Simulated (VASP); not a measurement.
# Al2CrO4 (Fd-3m) in VASP: notebook

The runs below take Al2CrO4 through single point, with PBE.

All numbers are computed with VASP 6.6.1; they aren't measurements. Logs are shortened: lines on timing, memory, paths and dates and some standing lists are left out, and cuts for length are marked.

**1. The crystal as given**

The structure is cubic, space group Fd-3m (No. 227). The conventional cell has a = 8.074 Å, b = 8.074 Å, c = 8.074 Å, α = 90.00°, β = 90.00°, γ = 90.00°. Around Cr (site symmetry -43m) lie 4 O at 1.95 Å. Al (site symmetry -3m) has 6 O at 1.91 Å as nearest neighbours. O (site symmetry 3m) is surrounded by 3 Al at 1.91 Å and 1 Cr at 1.95 Å.

The cell was built by a generator and needn't be a form met in nature.

**2. Single point, PBE, collinear spin, typed start**

INCAR reads:

```
SYSTEM = Al2CrO4
  PREC = Accurate
  ENCUT = 520
  EDIFF = 1E-7
  ISMEAR = -1
  SIGMA = 0.0901
  LREAL = .False.
  LASPH = .True.
  NELM = 150
  ALGO = Fast
  ISIF = 2
  LWAVE = .False.
  LCHARG = .False.
  ISPIN = 2
  MAGMOM = 3 -3 0 0 0 0 0 0 0 0 0 0 0 0
  LORBIT = 11
  LMAXMIX = 4
  GGA = PE
  NBANDS = 59
```

KPOINTS reads:

```
regular mesh
0
Gamma
  5 5 5
  0 0 0
```

POSCAR reads:

```
Al2CrO4
1.0
    0.0000000000      4.0372312000      4.0372312000
    4.0372312000      0.0000000000      4.0372312000
    4.0372312000      4.0372312000      0.0000000000
Cr Al O
2 4 8
Direct
    0.1250000000      0.1250000000      0.1250000000
    0.8750000000      0.8750000000      0.8750000000
    0.5000000000      0.5000000000      0.5000000000
    0.0000000000      0.5000000000      0.5000000000
    0.5000000000      0.5000000000      0.0000000000
    0.5000000000      0.0000000000      0.5000000000
    0.2645000000      0.2645000000      0.2645000000
    0.2935000000      0.7355000000      0.7355000000
    0.2645000000      0.2645000000      0.7065000000
    0.7355000000      0.2935000000      0.7355000000
    0.7065000000      0.2645000000      0.2645000000
    0.7355000000      0.7355000000      0.7355000000
    0.2645000000      0.7065000000      0.2645000000
    0.7355000000      0.7355000000      0.2935000000
```

Potentials or basis: VASP PAW PBE potentials, release 64 (Cr_pv, Al, O).

Command:

```sh
$ cat potpaw_PBE.64/Cr_pv/POTCAR potpaw_PBE.64/Al/POTCAR potpaw_PBE.64/O/POTCAR > POTCAR
$ mpirun -np 1 vasp_std > vasp.out
```

OUTCAR:

```text
SYSTEM = Al2CrO4
   PREC = Accurate
   ENCUT = 520
   EDIFF = 1E-7
   ISMEAR = -1
   LREAL = .False.
   LASPH = .True.
   NELM = 150
   ISIF = 2
   ISPIN = 2
   LORBIT = 11
   GGA = PE

 ion  position               nearest neighbor table
   1  0.125  0.125  0.125-   7 1.95   9 1.95  11 1.95  13 1.95
   2  0.875  0.875  0.875-  12 1.95  10 1.95   8 1.95  14 1.95
   3  0.500  0.500  0.500-   8 1.91   9 1.91  10 1.91  11 1.91  13 1.91  14 1.91   4 2.85   5 2.85
                             6 2.85   5 2.85   6 2.85   4 2.85
   4  0.000  0.500  0.500-   9 1.91  10 1.91  13 1.91  14 1.91   7 1.91  12 1.91   3 2.85   5 2.85
                             6 2.85   3 2.85   5 2.85   6 2.85
   5  0.500  0.500  0.000-   8 1.91  10 1.91  11 1.91  13 1.91  12 1.91   7 1.91   3 2.85   3 2.85
                             4 2.85   6 2.85   6 2.85   4 2.85
   6  0.500  0.000  0.500-   8 1.91   9 1.91  11 1.91  14 1.91  12 1.91   7 1.91   3 2.85   5 2.85
                             3 2.85   4 2.85   5 2.85   4 2.85
   7  0.264  0.264  0.264-   5 1.91   4 1.91   6 1.91   1 1.95
   8  0.294  0.736  0.736-   5 1.91   6 1.91   3 1.91   2 1.95
   9  0.264  0.264  0.706-   4 1.91   6 1.91   3 1.91   1 1.95
  10  0.736  0.294  0.736-   4 1.91   5 1.91   3 1.91   2 1.95
  11  0.706  0.264  0.264-   5 1.91   6 1.91   3 1.91   1 1.95
  12  0.736  0.736  0.736-   5 1.91   4 1.91   6 1.91   2 1.95
  13  0.264  0.706  0.264-   4 1.91   5 1.91   3 1.91   1 1.95
  14  0.736  0.736  0.294-   4 1.91   6 1.91   3 1.91   2 1.95

  LATTYP: Found a face centered cubic cell.
 ALAT       =     8.0744624000

  Lattice vectors:

 A1 = (   0.0000000000,   4.0372312000,   4.0372312000)
 A2 = (   4.0372312000,   0.0000000000,   4.0372312000)
 A3 = (   4.0372312000,   4.0372312000,   0.0000000000)

Analysis of symmetry for initial positions (statically):
=====================================================================
 Subroutine PRICEL returns:
 Original cell was already a primitive cell.

 Routine SETGRP: Setting up the symmetry group for a
 face centered cubic supercell.

 Subroutine GETGRP returns: Found 48 space group operations
 (whereof 12 operations were pure point group operations)
 out of a pool of 48 trial point group operations.

The static configuration has the point symmetry D_3d.
 The point group associated with its full space group is O_h .

Analysis of symmetry for dynamics (positions and initial velocities):
=====================================================================
 Subroutine PRICEL returns:
 Original cell was already a primitive cell.

[... 762 lines left out ...]

 spin component 2

 k-point     1 :       0.0000    0.0000    0.0000
  band No.  band energies     occupation
      1     -35.1603      1.00000
      2     -35.1603      1.00000
      3     -35.1603      1.00000
      4     -31.6667      1.00000
      5     -31.6666      1.00000
      6     -31.6666      1.00000
[... 559 lines left out ...]
     53      16.6397      0.00000
     54      16.8238      0.00000
 [bands above 54 left out]

------------------------ aborting loop because EDIFF is reached ----------------------------------------

  FORCE on cell =-STRESS in cart. coord.  units (eV):
  Direction    XX          YY          ZZ          XY          YZ          ZX
  --------------------------------------------------------------------------------------
  -------------------------------------------------------------------------------------
  Total       11.6405132     11.6405132     11.6405132      0.0000000     -0.0000000     -0.0000000
  in kB      141.7104413    141.7104413    141.7104413      0.0000000     -0.0000000     -0.0000000
  external PRESSURE =     141.7104413 kB  Pullay stress =       0.0000000 kB

 VOLUME and BASIS-vectors are now :
 -----------------------------------------------------------------------------
  energy-cutoff  :      520.00
  volume of cell :      131.61
      direct lattice vectors                 reciprocal lattice vectors
     0.000000000  4.037231200  4.037231200    -0.123847255  0.123847255  0.123847255
     4.037231200  0.000000000  4.037231200     0.123847255 -0.123847255  0.123847255
     4.037231200  4.037231200  0.000000000     0.123847255  0.123847255 -0.123847255

 POSITION                                       TOTAL-FORCE (eV/Angst)
 -----------------------------------------------------------------------------------
      1.00931      1.00931      1.00931         0.000000     -0.000000     -0.000000
      7.06515      7.06515      7.06515        -0.000000      0.000000     -0.000000
      4.03723      4.03723      4.03723        -0.000000     -0.000000     -0.000000
      4.03723      2.01862      2.01862         0.000000      0.000000     -0.000000
      2.01862      2.01862      4.03723         0.000000     -0.000000     -0.000000
      2.01862      4.03723      2.01862         0.000000      0.000000     -0.000000
      2.13570      2.13570      2.13570         0.338874      0.338874      0.338874
      5.93877      4.15431      4.15431        -0.338874      0.338874      0.338874
      3.92015      3.92015      2.13570        -0.338874     -0.338874      0.338874
      4.15431      5.93877      4.15431         0.338874     -0.338874      0.338874
      2.13570      3.92015      3.92015         0.338874     -0.338874     -0.338874
      5.93877      5.93877      5.93877        -0.338874     -0.338874     -0.338874
      3.92015      2.13570      3.92015        -0.338874      0.338874     -0.338874
      4.15431      4.15431      5.93877         0.338874      0.338874     -0.338874
 -----------------------------------------------------------------------------------
    total drift:                                0.000000      0.000000      0.000000

  FREE ENERGIE OF THE ION-ELECTRON SYSTEM (eV)
  ---------------------------------------------------
  free  energy   TOTEN  =      -107.1778545575 eV

  energy  without entropy=     -106.9126070972  energy(sigma->0) =     -107.04523083

 total charge

# of ion       s       p       d       tot
------------------------------------------
    1        0.259   6.288   4.214  10.762
    2        0.259   6.288   4.214  10.762
    3        0.315   0.404   0.000   0.719
    4        0.315   0.404   0.000   0.719
    5        0.315   0.404   0.000   0.719
    6        0.315   0.404   0.000   0.719
    7        1.552   3.613   0.000   5.165
    8        1.552   3.613   0.000   5.165
    9        1.552   3.613   0.000   5.165
   10        1.552   3.613   0.000   5.165
   11        1.552   3.613   0.000   5.165
   12        1.552   3.613   0.000   5.165
   13        1.552   3.613   0.000   5.165
   14        1.552   3.613   0.000   5.165
--------------------------------------------------
tot         14.196  43.094   8.428  65.718

 magnetization (x)

# of ion       s       p       d       tot
------------------------------------------
    1        0.024   0.059   3.334   3.416
    2       -0.024  -0.059  -3.334  -3.416
    3        0.000   0.000   0.000   0.000
    4        0.000   0.000   0.000   0.000
    5        0.000   0.000   0.000   0.000
    6        0.000   0.000   0.000   0.000
    7        0.001   0.009   0.000   0.010
    8       -0.001  -0.009   0.000  -0.010
    9        0.001   0.009   0.000   0.010
   10       -0.001  -0.009   0.000  -0.010
   11        0.001   0.009   0.000   0.010
   12       -0.001  -0.009   0.000  -0.010
   13        0.001   0.009   0.000   0.010
   14       -0.001  -0.009   0.000  -0.010
--------------------------------------------------
tot          0.000   0.000  -0.000  -0.000
```

OSZICAR:

```text
N       E                     dE             d eps       ncg     rms          rms(c)
DAV:   1     0.827022541433E+03    0.82702E+03   -0.43934E+04  2400   0.146E+03
DAV:   2    -0.439956774327E+02   -0.87102E+03   -0.82924E+03  2566   0.409E+02
DAV:   3    -0.119797002748E+03   -0.75801E+02   -0.74414E+02  2807   0.131E+02
[... 12 lines left out ...]
RMM:  16    -0.107177851386E+03   -0.18043E-04   -0.14204E-04  3559   0.393E-02    0.173E-02
RMM:  17    -0.107177853133E+03   -0.17469E-05   -0.38541E-05  3553   0.177E-02    0.118E-02
RMM:  18    -0.107177854152E+03   -0.10183E-05   -0.11369E-05  3753   0.839E-03    0.588E-03
RMM:  19    -0.107177854554E+03   -0.40256E-06   -0.35011E-06  3420   0.443E-03    0.168E-03
RMM:  20    -0.107177854557E+03   -0.32733E-08   -0.86199E-07  2837   0.268E-03
   1 F= -.10717785E+03 E0= -.10704523E+03  d E =-.265247E+00  mag=     0.0000
```

It took 2.9 min on 1 thread of AMD EPYC 9R45 (Zen 5), shared host; peak memory 0.34 GiB.

Results:

```
Free energy                                           : -107.1779 eV
Pressure                                              : 14.2 GPa
Largest force                                         : 0.587 eV/Å
Band gap on the k mesh                                : none (metal or under the smearing width)
Net moment                                            : 0.00 μB per cell
Site moments                                          : Cr +3.42, -3.42; Al +0.00; O +0.01, -0.01 μB
Valence electrons inside the program's atomic spheres : Cr 10.76; Al 0.72; O 5.17
```

Forces on the atoms (eV/Å):
```
Cr   0.000  0.000  0.000
Cr   0.000  0.000  0.000
Al   0.000  0.000  0.000
Al   0.000  0.000  0.000
Al   0.000  0.000  0.000
Al   0.000  0.000  0.000
O    0.339  0.339  0.339
O   -0.339  0.339  0.339
O   -0.339 -0.339  0.339
O    0.339 -0.339  0.339
O    0.339 -0.339 -0.339
O   -0.339 -0.339 -0.339
O   -0.339  0.339 -0.339
O    0.339  0.339 -0.339
```

Levels at points of the mesh, in eV from the Fermi level:
Spin up:
```tsv
k point	band 39	band 40	band 41	band 42	band 43	band 44	band 45	band 46
(0.00, 0.00, 0.00)	-1.20	-1.20	-0.02	-0.02	-0.02	1.22	2.10	2.10
```
Spin down:
```csv
k point,band 40,band 41,band 42,band 43,band 44,band 45
"(0.00, 0.00, 0.00)",-1.20,-0.02,-0.02,-0.02,1.22,2.10
```

Caveat: semilocal functionals often make such compounds metallic where correlation or magnetic order opens a gap, which also shifts bond lengths. With open d or f shells a metallic result of PBE can be an artefact of self-interaction; +U or a hybrid may open a gap.

**3. Single point, PBE, collinear spin, typed start**

INCAR reads:

```
PREC     = Accurate       # precision mode
ENCUT    = 520            # plane-wave cutoff, eV
EDIFF    = 1E-6           # SCF threshold, eV
ISMEAR   = -1             # smearing method
SIGMA    = 0.0901         # smearing width, eV
LREAL    = F              # projectors in reciprocal space
LASPH    = T              # aspherical terms in the spheres
NELM     = 150            # most SCF steps
ALGO     = Fast           # electronic algorithm
ISIF     = 2              # what is computed and relaxed
LWAVE    = F              # write WAVECAR
LCHARG   = F              # write CHGCAR
ISPIN    = 2              # spin polarisation
MAGMOM   = 3 -3 0 0 0 0 0 0 0 0 0 0 0 0 # initial moments
LORBIT   = 11             # projections on sites
LMAXMIX  = 4              # l up to which the mixer works
GGA      = PE             # functional
NBANDS   = 59             # bands
```

KPOINTS reads:

```
Automatic mesh
0
Gamma
  5 5 5
```

POSCAR is that of step 2.

Potentials or basis: VASP PAW PBE potentials, release 64 (Cr_pv, Al, O).

Command:

```sh
$ cat potpaw_PBE.64/Cr_pv/POTCAR potpaw_PBE.64/Al/POTCAR potpaw_PBE.64/O/POTCAR > POTCAR
$ mpirun -np 1 vasp_std > vasp.out
```

It took 2.7 min on 1 thread of AMD EPYC 9R45 (Zen 5), shared host; peak memory 0.34 GiB.

It converged, with:

```yaml
Free_energy: -107.1779 eV
Pressure: 14.2 GPa
Largest_force: 0.587 eV/Å
Band_gap_on_the_k_mesh: none (metal or under the smearing width)
Net_moment: 0.00 μB per cell
Site_moments: Cr +3.42, -3.42; Al +0.00; O +0.01, -0.01 μB
Valence_electrons_inside_the_program's_atomic_spheres: Cr 10.76; Al 0.72; O 5.17
```

Forces in eV/Å, atoms in the order of the input:
```
Cr   0.000  0.000  0.000
Cr   0.000  0.000  0.000
Al   0.000  0.000  0.000
Al   0.000  0.000  0.000
Al   0.000  0.000  0.000
Al   0.000  0.000  0.000
O    0.339  0.339  0.339
O   -0.339  0.339  0.339
O   -0.339 -0.339  0.339
O    0.339 -0.339  0.339
O    0.339 -0.339 -0.339
O   -0.339 -0.339 -0.339
O   -0.339  0.339 -0.339
O    0.339  0.339 -0.339
```

Levels at points of the mesh, in eV from the Fermi level:
Spin up:
| k point | band 40 | band 41 | band 42 | band 43 | band 44 | band 45 |
| --- | --- | --- | --- | --- | --- | --- |
| (0.00, 0.00, 0.00) | -1.20 | -0.02 | -0.02 | -0.02 | 1.22 | 2.10 |
Spin down:
```csv
k point,band 40,band 41,band 42,band 43,band 44,band 45
"(0.00, 0.00, 0.00)",-1.20,-0.02,-0.02,-0.02,1.22,2.10
```

Caveat: semilocal functionals often make such compounds metallic where correlation or magnetic order opens a gap, which also shifts bond lengths.
